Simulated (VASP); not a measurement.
Method: PBEsol GGA, VASP's PBE PAW potentials (set 64) (plane waves; VASP).

The input files of a VASP run:

### INCAR
```
SYSTEM = Ga2AsP
PREC = Accurate
ENCUT = 400
EDIFF = 1E-7
NELM = 100
ALGO = Normal
LREAL = .FALSE.
LASPH = .TRUE.
ISMEAR = 0
SIGMA = 0.05
GGA = PS
LMAXMIX = 4
LWAVE = .FALSE.
LCHARG = .FALSE.
LORBIT = 11
ICHARG = 11
```

### POSCAR
```
Ga2AsP
6.7869630
  0.2889333770   0.1668157941   0.9427035672
 -0.2889333770   0.1668157941   0.9427035672
  0.0000000000  -0.3336315883   0.9427035672
Ga P As
2 1 1
Cartesian
  0.0000000000   0.0000000000   2.8208727695
 -0.0000000000   0.0000000000   1.4212323930
 -0.0000000000   0.0000000000   1.7679583021
 -0.0000000000   0.0000000000   0.3531940989
```

File KPOINTS:
```
k-points along high-symmetry lines
12
Line-mode
Reciprocal
  0.000000   0.000000   0.000000 ! GAMMA
 -0.500000  -0.500000  -0.500000 ! T

 -0.500000  -0.500000  -0.500000 ! T
 -0.500000  -0.187505  -0.812495 ! H_2

 -0.187505   0.187505  -0.500000 ! H_0
  0.000000   0.000000  -0.500000 ! L

  0.000000   0.000000  -0.500000 ! L
  0.000000   0.000000   0.000000 ! GAMMA

  0.000000   0.000000   0.000000 ! GAMMA
  0.000000   0.343752  -0.343753 ! S_0

 -0.343752   0.000000  -0.656248 ! S_2
 -0.500000   0.000000  -0.500000 ! F

 -0.500000   0.000000  -0.500000 ! F
  0.000000   0.000000   0.000000 ! GAMMA
```

POTCAR, in this order: Ga_d P As (PBE.64 set). Program: vasp_std. Read from the step before: CHGCAR.

The resulting files:

OUTCAR:
```
 ion  position               nearest neighbor table
   1  0.997  0.997  0.997-   3 2.38   3 2.38   3 2.38   4 2.45
   2  0.503  0.503  0.503-   3 2.35   4 2.42   4 2.42   4 2.42
   3  0.625  0.625  0.625-   2 2.35   1 2.38   1 2.38   1 2.38
   4  0.125  0.125  0.125-   2 2.42   2 2.42   2 2.42   1 2.45
  LATTYP: Found a trigonal (rhomboedric) cell.
 ALAT       =     6.7869630720
 COS(alpha) =     0.8330349667
 Subroutine PRICEL returns:
 Original cell was already a primitive cell.
 Subroutine GETGRP returns: Found  6 space group operations
The static configuration has the point symmetry C_3v.
The dynamic configuration has the point symmetry C_3v.
 Subroutine INISYM returns: Found  6 space group operations
   k-points           NKPTS =     84   k-points in BZ     NKDIM =     84   number of bands    NBANDS=     22
   number of dos      NEDOS =    301   number of ions     NIONS =      4
   total plane-waves  NPLWV = 110592
   dimension x,y,z NGX =    48 NGY =   48 NGZ =   48
   dimension x,y,z NGXF=    96 NGYF=   96 NGZF=   96
   ions per type =               2   1   1
   PREC   = accura    normal or accurate (medium, high low for compatibility)
   ISTART =      0    job   : 0-new  1-cont  2-samecut
   ICHARG =     11    charge: 1-file 2-atom 10-const
   ISPIN  =      1    spin polarized calculation?
   LNONCOLLINEAR =      F non collinear calculations
   LSORBIT =      F    spin-orbit coupling
   INIWAV =      1    electr: 0-lowe 1-rand  2-diag
   ENCUT  =  400.0 eV  29.40 Ry    5.42 a.u.  11.07 11.07 11.07*2*pi/ulx,y,z
   NELM   =    100;   NELMIN=  2; NELMDL= -5     # of ELM steps
   EDIFF  = 0.1E-06   stopping-criterion for ELM
   LREAL  =      F    real-space projection
   NLSPLINE    = F    spline interpolate recip. space projectors
   LMAXMIX     =    4 max onsite mixed and CHGCAR
   VOSKOWN=      0    Vosko Wilk Nusair interpolation
   EDIFFG = 0.1E-05   stopping-criterion for IOM
   NSW    =      0    number of steps for IOM
   NBLOCK =      1;   KBLOCK =      1    inner block; outer block
   IBRION =     -1    ionic relax: 0-MD 1-quasi-New 2-CG
   NFREE  =      0    steps in history (QN), initial steepest desc. (CG)
   ISIF   =      2    stress and relaxation
...
```

**OSZICAR**
```
       N       E                     dE             d eps       ncg     rms          rms(c)
DAV:   1     0.214438123410E+03    0.21444E+03   -0.15766E+04  3736   0.205E+03
DAV:   2     0.852953458140E+01   -0.20591E+03   -0.20166E+03  3966   0.424E+02
DAV:   3    -0.145550746722E+02   -0.23085E+02   -0.22285E+02  4352   0.117E+02
DAV:   4    -0.153735151833E+02   -0.81844E+00   -0.81412E+00  4776   0.224E+01
DAV:   5    -0.153947445511E+02   -0.21229E-01   -0.21203E-01  4610   0.291E+00
DAV:   6    -0.153956807770E+02   -0.93623E-03   -0.93612E-03  5596   0.599E-01
DAV:   7    -0.153956908477E+02   -0.10071E-04   -0.10068E-04  4646   0.561E-02
DAV:   8    -0.153956911337E+02   -0.28599E-06   -0.28591E-06  5290   0.885E-03
DAV:   9    -0.153956911408E+02   -0.70941E-08   -0.70994E-08  3260   0.122E-03
   1 F= -.15395691E+02 E0= -.15395691E+02  d E =-.157561E-13
```

OUTCAR:
```
 val. band max:        4.2999305276   @ k =   0.0000   0.0000   0.0000

 cond. band min:       5.2691992215   @ k =   0.0000   0.0000   0.0000



 k-point     1 :       0.0000    0.0000    0.0000
  band No.  band energies     occupation
      1     -10.5864      2.00000
      2     -10.5210      2.00000
      3     -10.5210      2.00000
      4     -10.4472      2.00000
      5     -10.4472      2.00000
      6     -10.4186      2.00000
      7     -10.3683      2.00000
      8     -10.3683      2.00000
      9     -10.2917      2.00000
     10     -10.2917      2.00000
     11      -8.4653      2.00000
     12      -6.4939      2.00000
     13      -2.5030      2.00000
     14       2.9775      2.00000
     15       2.9775      2.00000
     16       4.2013      2.00000
     17       4.2999      2.00000
     18       4.2999      2.00000
     19       5.2692      0.00000
     20       5.5071      0.00000
     21       7.9114      0.00000
     22       7.9289      0.00000

 k-point     2 :      -0.0455   -0.0455   -0.0455
  band No.  band energies     occupation
      1     -10.5863      2.00000
      2     -10.5210      2.00000
      3     -10.5210      2.00000
      4     -10.4471      2.00000
      5     -10.4471      2.00000
      6     -10.4189      2.00000
      7     -10.3684      2.00000
      8     -10.3684      2.00000
      9     -10.2917      2.00000
     10     -10.2917      2.00000
     11      -8.4589      2.00000
     12      -6.5120      2.00000
     13      -2.4725      2.00000
     14       2.9809      2.00000
     15       2.9809      2.00000
     16       4.0757      2.00000
     17       4.2914      2.00000
     18       4.2914      2.00000
     19       5.3286      0.00000
     20       5.5519      0.00000
     21       7.9245      0.00000
     22       7.9387      0.00000

 k-point     3 :      -0.0909   -0.0909   -0.0909
  band No.  band energies     occupation
      1     -10.5859      2.00000
      2     -10.5209      2.00000
...
```

The density is held fixed in this step, so its total energy and stress have no physical meaning.

The structure comes from a computed database's Ga2AsP entry (R3m); how it stands against other phases isn't given here. It was relaxed first.
